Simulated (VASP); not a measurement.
# Sc2InSb3 (P-3m1) in VASP: single point with PBE

Aim: the single point of Sc2InSb3 with PBE.

Program: VASP 6.6.1. These are calculated values, not measurements. Logs are shortened: lines on timing, memory, paths and dates and some standing lists are left out, and cuts for length are marked.

### 1 The structure

Symmetry: P-3m1, No. 164, trigonal system. Conventional cell: a = 4.203 Å, b = 4.203 Å, c = 10.587 Å, α = 90.00°, β = 90.00°, γ = 120.00°. Around Sc (site symmetry 3m) lie 6 Sb at 2.95 to 2.98 Å. In (site symmetry -3m) is surrounded by 6 Sb at 3.08 Å. Around Sb (site symmetry 3m) lie 3 Sc at 2.98 Å and 3 In at 3.08 Å. Sb (site symmetry -3m) is surrounded by 6 Sc at 2.95 Å.

The cell was built by a generator and needn't be a form met in nature.

### 2 Single point, PBE

Input file INCAR:

```
SYSTEM = Sc2InSb3
PREC     = Normal         ! precision mode
ENCUT    = 520            ! plane-wave cutoff, eV
EDIFF    = 1E-5           ! SCF threshold, eV
ISMEAR   = 0              ! smearing method
SIGMA    = 0.15           ! smearing width, eV
LREAL    = Auto         
LASPH    = .True.         ! aspherical terms in the spheres
NELM     = 80             ! most SCF steps
ALGO     = Fast           ! electronic algorithm
ISIF     = 2              ! what is computed and relaxed
LWAVE    = .False.        ! write WAVECAR
LCHARG   = .False.        ! write CHGCAR
GGA      = PE             ! functional
```

Input file KPOINTS:

```
regular mesh
0
Gamma
  6 6 2
  0 0 0
```

Input file POSCAR:

```
Sc2InSb3
1.0
    4.2026720000      0.0000000000      0.0000000000
   -4.2026720000      7.2792400000      0.0000000000
    0.0000000000      0.0000000000     10.5871000000
Sc In Sb
4 2 6
Direct
    0.6666670000      0.1666665000      0.6583210000
    0.6666670000      0.6666665000      0.6583210000
    0.3333330000      0.3333335000      0.3416790000
    0.3333330000      0.8333335000      0.3416790000
    0.0000000000      0.0000000000      0.0000000000
    0.0000000000      0.5000000000      0.0000000000
    0.3333330000      0.3333335000      0.8213340000
    0.3333330000      0.8333335000      0.8213340000
    0.6666670000      0.1666665000      0.1786660000
    0.6666670000      0.6666665000      0.1786660000
    0.0000000000      0.0000000000      0.5000000000
    0.0000000000      0.5000000000      0.5000000000
```

Potentials or basis: VASP PAW PBE potentials, release 64 (Sc_sv, In_d, Sb).

Started as:

```console
$ cat potpaw_PBE.64/Sc_sv/POTCAR potpaw_PBE.64/In_d/POTCAR potpaw_PBE.64/Sb/POTCAR > POTCAR
$ mpirun -np 1 vasp_std > vasp.out
```

OUTCAR:

```text
SYSTEM = Sc2InSb3
   PREC = Normal
   ENCUT = 520
   EDIFF = 1E-5
   ISMEAR = 0
   LREAL = Auto
   LASPH = .True.
   NELM = 80
   ISIF = 2
   GGA = PE

 ion  position               nearest neighbor table
   1  0.667  0.167  0.658-  11 2.95  12 2.95  11 2.95   8 2.98   7 2.98   7 2.98
   2  0.667  0.667  0.658-  12 2.95  11 2.95  12 2.95   7 2.98   8 2.98   8 2.98
   3  0.333  0.333  0.342-  12 2.95  11 2.95  12 2.95  10 2.98   9 2.98   9 2.98
   4  0.333  0.833  0.342-  11 2.95  12 2.95  11 2.95   9 2.98  10 2.98  10 2.98
   5  0.000  0.000  0.000-   8 3.08   9 3.08   7 3.08  10 3.08   9 3.08   8 3.08
   6  0.000  0.500  0.000-   7 3.08  10 3.08   9 3.08   8 3.08  10 3.08   7 3.08
   7  0.333  0.333  0.821-   2 2.98   1 2.98   1 2.98   6 3.08   5 3.08   6 3.08
   8  0.333  0.833  0.821-   1 2.98   2 2.98   2 2.98   5 3.08   6 3.08   5 3.08
   9  0.667  0.167  0.179-   4 2.98   3 2.98   3 2.98   5 3.08   6 3.08   5 3.08
  10  0.667  0.667  0.179-   3 2.98   4 2.98   4 2.98   6 3.08   5 3.08   6 3.08
  11  0.000  0.000  0.500-   1 2.95   4 2.95   3 2.95   2 2.95   1 2.95   4 2.95
  12  0.000  0.500  0.500-   2 2.95   3 2.95   1 2.95   4 2.95   2 2.95   3 2.95

  LATTYP: Found a simple orthorhombic cell.
 ALAT       =     4.2026720000
 B/A-ratio  =     1.7320504669
 C/A-ratio  =     2.5191354453

  Lattice vectors:

 A1 = (   4.2026720000,   0.0000000000,   0.0000000000)
 A2 = (   0.0000000000,   7.2792400000,   0.0000000000)
 A3 = (   0.0000000000,   0.0000000000,  10.5871000000)

Analysis of symmetry for initial positions (statically):
=====================================================================
 Subroutine PRICEL returns following result:

  LATTYP: Found a hexagonal cell.
 ALAT       =     4.2026720000
 C/A-ratio  =     2.5191354453

  Lattice vectors:

 A1 = (   4.2026720000,   0.0000000000,   0.0000000000)
 A2 = (  -2.1013360000,   3.6396200000,   0.0000000000)
 A3 = (   0.0000000000,   0.0000000000,  10.5871000000)

   2 primitive cells build up your supercell.

 Routine SETGRP: Setting up the symmetry group for a
 simple orthorhombic supercell.

 Subroutine GETGRP returns: Found  4 space group operations
 (whereof  4 operations were pure point group operations)
 out of a pool of  8 trial point group operations.

[... 139 lines left out ...]
   ISIF   =      2    stress and relaxation
   ISYM   =      2    0-nonsym 1-usesym 2-fastsym
   POTIM  = 0.5000    time-step for ionic-motion
   TEBEG  =    0.0;   TEEND  =   0.0 temperature during run
   PSTRESS=    0.0 pullay stress
   NELECT =     100.0000    total number of electrons
   NUPDOWN=      -1.0000    fix difference up-down
   EMIN   =  10.00;   EMAX   =-10.00  energy-range for DOS
   EFERMI =   0.00;   METHOD = LEGACY
   ISMEAR =     0;   SIGMA  =   0.15  broadening in eV -4-tet -1-fermi 0-gaus
   EFERMI_NEDOS =   21; number of points for ismear=-14 and -15
   IALGO  =     68    algorithm
   IMIX   =      4    mixing-type and parameters
     AMIX     =   0.40;   BMIX     =  1.00
     AMIX_MAG =   1.60;   BMIX_MAG =  1.00
  volume/ion in A,a.u.               =      26.99       182.14
  Fermi-wavevector in a.u.,A,eV,Ry     =   1.106484  2.090952 16.657719  1.224308
  Thomas-Fermi vector in A             =   2.242986
   LORBIT       =      0    0 simple, 1 ext, 2 COOP (PROOUT), +10 PAW based schemes
   GGA     = PE    functional components
   LHFCALC =     F    Hartree Fock is set to
   AEXX    =    0.0000 exact exchange contribution
   IVDW    =     0    specifies the selected vdW correction
   LEPSILON=     F    determine dielectric tensor
   LRPA    =     F    only Hartree local field effects (RPA)
 non-spin polarized calculation
 RMM-DIIS sequential band-by-band and
 Gauss-broadening in eV      SIGMA  =   0.15
  energy-cutoff  :      520.00
  volume of cell :      323.88
 maximum number of plane-waves:      8744
   NGX = 15   NGY = 31   NGZ = 39

 number of electron     100.0000116 magnetization

 Free energy of the ion-electron system (eV)
  ---------------------------------------------------
  ext. energy  EPLUGINS =         0.00000000
  ---------------------------------------------------
  free energy    TOTEN  =       -61.26464835 eV

  energy without entropy =      -61.19965293  energy(sigma->0) =      -61.23215064

 E-fermi :   5.9837     XC(G=0):  -9.8243

 val. band max:        5.9658911943   @ k =   0.0000   0.3333   0.5000
 cond. band min:       6.0244010634   @ k =  -0.1667   0.1667   0.0000
 fundamental gap:      0.0585098691
 Fermi energy:         5.9837316163

 k-point     1 :       0.0000    0.0000    0.0000
  band No.  band energies     occupation
      1     -43.8739      2.00000
      2     -43.8726      2.00000
      3     -43.8721      2.00000
      4     -43.8715      2.00000
      5     -22.5233      2.00000
      6     -22.5218      2.00000
[... 1501 lines left out ...]
     59       8.1837      0.00000
     60       8.3962      0.00000

 [... further k-points ...]

------------------------ aborting loop because EDIFF is reached ----------------------------------------

  FORCE on cell =-STRESS in cart. coord.  units (eV):
  Direction    XX          YY          ZZ          XY          YZ          ZX
  --------------------------------------------------------------------------------------
  -------------------------------------------------------------------------------------
  Total       -0.2911151     -0.2985104     -0.2329034      0.0000000     -0.1144777      0.0000000
  in kB       -1.4400804     -1.4766632     -1.1521203      0.0000000     -0.5662954      0.0000000
  external PRESSURE =      -1.3562879 kB  Pullay stress =       0.0000000 kB

 VOLUME and BASIS-vectors are now :
 -----------------------------------------------------------------------------
  energy-cutoff  :      520.00
  volume of cell :      323.88
      direct lattice vectors                 reciprocal lattice vectors
     4.202672000  0.000000000  0.000000000     0.237943860  0.137376979  0.000000000
    -4.202672000  7.279240000  0.000000000     0.000000000  0.137376979  0.000000000
     0.000000000  0.000000000 10.587100000     0.000000000  0.000000000  0.094454572

 POSITION                                       TOTAL-FORCE (eV/Angst)
 -----------------------------------------------------------------------------------
      2.10134      1.21321      6.96971        -0.000000      0.006156     -0.018715
      0.00000      4.85283      6.96971        -0.000000      0.006156     -0.018715
     -0.00000      2.42641      3.61739         0.000000     -0.006156      0.018715
     -2.10134      6.06603      3.61739         0.000000     -0.006156      0.018715
      0.00000      0.00000      0.00000        -0.000000      0.000000      0.000000
     -2.10134      3.63962      0.00000        -0.000000      0.000000      0.000000
     -0.00000      2.42641      8.69555         0.000000      0.004774     -0.037500
     -2.10134      6.06603      8.69555        -0.000000      0.004774     -0.037500
      2.10134      1.21321      1.89155        -0.000000     -0.004774      0.037500
      0.00000      4.85283      1.89155        -0.000000     -0.004774      0.037500
      0.00000      0.00000      5.29355        -0.000000      0.000000      0.000000
     -2.10134      3.63962      5.29355        -0.000000      0.000000     -0.000000
 -----------------------------------------------------------------------------------
    total drift:                               -0.000000      0.000000      0.000000

  FREE ENERGIE OF THE ION-ELECTRON SYSTEM (eV)
  ---------------------------------------------------
  free  energy   TOTEN  =       -61.2646483462 eV

  energy  without entropy=      -61.1996529280  energy(sigma->0) =      -61.23215064
```

OSZICAR:

```text
N       E                     dE             d eps       ncg     rms          rms(c)
DAV:   1     0.151719956086E+04    0.15172E+04   -0.40365E+04  3848   0.163E+03
DAV:   2     0.167230431106E+03   -0.13500E+04   -0.13313E+04  4832   0.618E+02
DAV:   3    -0.496105066704E+02   -0.21684E+03   -0.21069E+03  6136   0.285E+02
[... 15 lines left out ...]
RMM:  19    -0.612645550381E+02   -0.89794E-04   -0.10749E-03  4607   0.745E-02    0.417E-02
RMM:  20    -0.612645789164E+02   -0.23878E-04   -0.44352E-04  4407   0.656E-02    0.329E-02
RMM:  21    -0.612646283752E+02   -0.49459E-04   -0.49778E-04  4178   0.455E-02    0.321E-02
RMM:  22    -0.612646408718E+02   -0.12497E-04   -0.15577E-04  3807   0.346E-02    0.320E-02
RMM:  23    -0.612646485849E+02   -0.77131E-05   -0.14013E-04  3673   0.297E-02    0.269E-02
RMM:  24    -0.612646483462E+02    0.23867E-06   -0.80634E-05  3570   0.293E-02
   1 F= -.61264648E+02 E0= -.61232151E+02  d E =-.649954E-01
```

stdout:

```text
POSCAR found type information on POSCAR ScInSb
 POSCAR found :  3 types and      12 ions
 scaLAPACK will be used
 LDA part: xc-table for (Slater+PW92), standard interpolation
 POSCAR, INCAR and KPOINTS ok, starting setup
 FFT: planning ... GRIDC
 FFT: planning ... GRID_SOFT
 FFT: planning ... GRID
 WAVECAR not read
 entering main loop
```

Wall time 5.3 min (1 thread of Intel Xeon Platinum 8559C (Emerald Rapids), shared host); peak memory 0.5 GiB.

Results:

* Free energy: -61.2646 eV
* Pressure: -0.1 GPa
* Largest force: 0.038 eV/Å
* Band gap on the k mesh: none (metal or under the smearing width)

Forces in eV/Å, atoms in the order of the input:
```
Sc   0.000  0.006 -0.019
Sc   0.000  0.006 -0.019
Sc   0.000 -0.006  0.019
Sc   0.000 -0.006  0.019
In   0.000  0.000  0.000
In   0.000  0.000  0.000
Sb   0.000  0.005 -0.037
Sb   0.000  0.005 -0.037
Sb   0.000 -0.005  0.037
Sb   0.000 -0.005  0.037
Sb   0.000  0.000  0.000
Sb   0.000  0.000  0.000
```

Stress tensor (GPa, compression positive):
```
-0.14  0.00  0.00
 0.00 -0.15 -0.06
 0.00 -0.06 -0.12
```

Levels at points of the mesh, in eV from the Fermi level:
| k point | band 47 | band 48 | band 49 | band 50 | band 51 | band 52 | band 53 | band 54 |
| --- | --- | --- | --- | --- | --- | --- | --- | --- |
| (0.00, 0.00, 0.00) | -0.25 | -0.25 | 0.55 | 0.62 | 0.72 | 0.91 | 0.91 | 1.11 |
| (0.50, 0.00, 0.00) | -1.12 | -1.12 | -0.55 | -0.55 | -0.52 | -0.52 | 0.62 | 0.62 |
| (0.00, 0.50, 0.00) | -0.44 | -0.44 | -0.05 | -0.05 | 0.77 | 0.77 | 0.84 | 0.84 |
| (0.50, 0.50, 0.00) | -1.20 | -1.20 | -0.90 | -0.90 | -0.02 | -0.02 | 1.45 | 1.45 |
| (0.00, 0.00, 0.50) | -0.32 | -0.32 | 0.40 | 0.68 | 1.09 | 1.09 | 1.11 | 1.11 |
| (0.50, 0.00, 0.50) | -1.05 | -1.05 | -0.35 | -0.35 | 0.40 | 0.40 | 0.68 | 0.68 |
| (0.00, 0.50, 0.50) | -0.57 | -0.57 | -0.34 | -0.34 | 0.09 | 0.09 | 1.08 | 1.08 |
| (0.50, 0.50, 0.50) | -1.12 | -1.12 | -0.95 | -0.95 | 0.12 | 0.12 | 1.30 | 1.30 |

Spin-orbit coupling is left out, which matters for the levels of Sb.
